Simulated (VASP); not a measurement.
These are rev-vdW-DF2, VASP's PBE PAW potentials (set 64) (plane waves; VASP) values and carry that method's errors.

Input for VASP

File POSCAR:
```
CuAu
1
    2.8664962442     0.0000000000     0.0000000000
    0.0000000000     2.8664962442    -0.0000000000
    0.0000000000     0.0000000000     3.5709548270
Cu Au
1 1
Direct
  0.0000000000   0.0000000000   0.0000000000
  0.5000000000   0.5000000000   0.5000000000
```

File KPOINTS:
```
Automatic mesh
0
Gamma
13 13 10
0 0 0
```

**INCAR**
```
ALGO = Normal   ! blocked Davidson
PARAM2 = 0.7114
LWAVE = F
EDIFF = 1E-7
ISMEAR = 1   ! Methfessel-Paxton
SYSTEM = CuAu
IBRION = 2   ! conjugate gradients
ISIF = 4   ! ions and shape, fixed volume
ENCUT = 520   ! plane-wave cut-off (eV)
EDIFFG = -0.01   ! ionic stop
LCHARG = F
ZAB_VDW = -1.8867
LUSE_VDW = T
LMAXMIX = 6   ! l cut-off of mixed one-centre charges
PARAM1 = 0.1234568
GGA = MK
PREC = Accurate
LASPH = T
NELM = 100
NSW = 30
LREAL = F   ! projection in real space or not
AGGAC = 0.0
SIGMA = 0.1   ! width (eV)
```

POTCAR, in this order: Cu Au (PBE.64 set). Program: vasp_std.

What VASP printed:

File OUTCAR:
```
 ion  position               nearest neighbor table
   1  0.000  0.000  0.000-   2 2.70   2 2.70   2 2.70   2 2.70   2 2.70   2 2.70   2 2.70   2 2.70
  LATTYP: Found a simple tetragonal cell.
 ALAT       =     2.8664962442
 C/A-ratio  =     1.2457559762
 Subroutine PRICEL returns:
 Original cell was already a primitive cell.
 Subroutine GETGRP returns: Found 16 space group operations
The static configuration has the point symmetry D_4h.
The dynamic configuration has the point symmetry D_4h.
 Subroutine INISYM returns: Found 16 space group operations
 Subroutine IBZKPT returns following result:
 Found    168 irreducible k-points:

 Following reciprocal coordinates:
            Coordinates               Weight
  0.000000  0.000000  0.000000      1.000000
  0.076923  0.000000  0.000000      4.000000
  0.153846  0.000000  0.000000      4.000000
  0.230769  0.000000  0.000000      4.000000
  0.307692  0.000000  0.000000      4.000000
  0.384615  0.000000  0.000000      4.000000
  0.461538  0.000000  0.000000      4.000000
  0.076923  0.076923  0.000000      4.000000
  0.153846  0.076923  0.000000      8.000000
...
```

File OSZICAR:
```
       N       E                     dE             d eps       ncg     rms          rms(c)
DAV:   1     0.139011369270E+03    0.13901E+03   -0.11610E+04  5232   0.211E+03
DAV:   2     0.163074623568E+01   -0.13738E+03   -0.13080E+03  5138   0.338E+02
DAV:   3    -0.329640256546E+01   -0.49271E+01   -0.48186E+01  6295   0.748E+01
DAV:   4    -0.334817509134E+01   -0.51773E-01   -0.51760E-01  5711   0.656E+00
DAV:   5    -0.334971418459E+01   -0.15391E-02   -0.15391E-02  7572   0.124E+00    0.113E+01
DAV:   6    -0.282622055645E+01    0.52349E+00   -0.87733E+00  5120   0.883E+01    0.542E+00
DAV:   7    -0.240461260826E+01    0.42161E+00   -0.32617E+00  6169   0.932E+01    0.546E+00
DAV:   8    -0.235497626366E+01    0.49636E-01   -0.24305E-01  7094   0.130E+01    0.273E+00
DAV:   9    -0.234742415243E+01    0.75521E-02   -0.31611E-02  7749   0.452E+00    0.229E-01
DAV:  10    -0.234665764743E+01    0.76651E-03   -0.57262E-03  7487   0.128E+00    0.942E-02
DAV:  11    -0.234666065833E+01   -0.30109E-05   -0.16550E-04  7652   0.360E-01    0.394E-02
DAV:  12    -0.234665299418E+01    0.76641E-05   -0.23926E-05  7200   0.167E-01    0.241E-03
DAV:  13    -0.234665298756E+01    0.66275E-08   -0.82637E-07  7641   0.114E-02
   1 F= -.23466530E+01 E0= -.23467702E+01  d E =-.234665E+01
```

### OUTCAR
```
------------------------ aborting loop because EDIFF is reached ----------------------------------------
  FORCE on cell =-STRESS in cart. coord.  units (eV):
  Direction    XX          YY          ZZ          XY          YZ          ZX
  --------------------------------------------------------------------------------------
  Total        0.0086197      0.0086197     -0.0085296      0.0000000     -0.0000000     -0.0000000
  in kB        0.4706695      0.4706695     -0.4657518      0.0000000     -0.0000000     -0.0000000
  external PRESSURE =       0.1585290 kB  Pullay stress =       0.0000000 kB
  volume of cell :       29.34
      direct lattice vectors                 reciprocal lattice vectors
     2.866496244  0.000000000  0.000000000     0.348857949  0.000000000  0.000000000
     0.000000000  2.866496244  0.000000000     0.000000000  0.348857949  0.000000000
     0.000000000  0.000000000  3.570954827     0.000000000  0.000000000  0.280037146
 POSITION                                       TOTAL-FORCE (eV/Angst)
 -----------------------------------------------------------------------------------
      0.00000      0.00000      0.00000         0.000000      0.000000      0.000000
      1.43325      1.43325      1.78548         0.000000      0.000000      0.000000
 -----------------------------------------------------------------------------------
    total drift:                                0.000000      0.000000     -0.000000
  FREE ENERGIE OF THE ION-ELECTRON SYSTEM (eV)
  ---------------------------------------------------
  free  energy   TOTEN  =        -2.3466529876 eV

  energy  without entropy=       -2.3470047078  energy(sigma->0) =       -2.34677023

 reached required accuracy - stopping structural energy minimisation
```
(Selected blocks of OUTCAR.)

The compound is CuAu in the L1_0 structure. It was relaxed first.
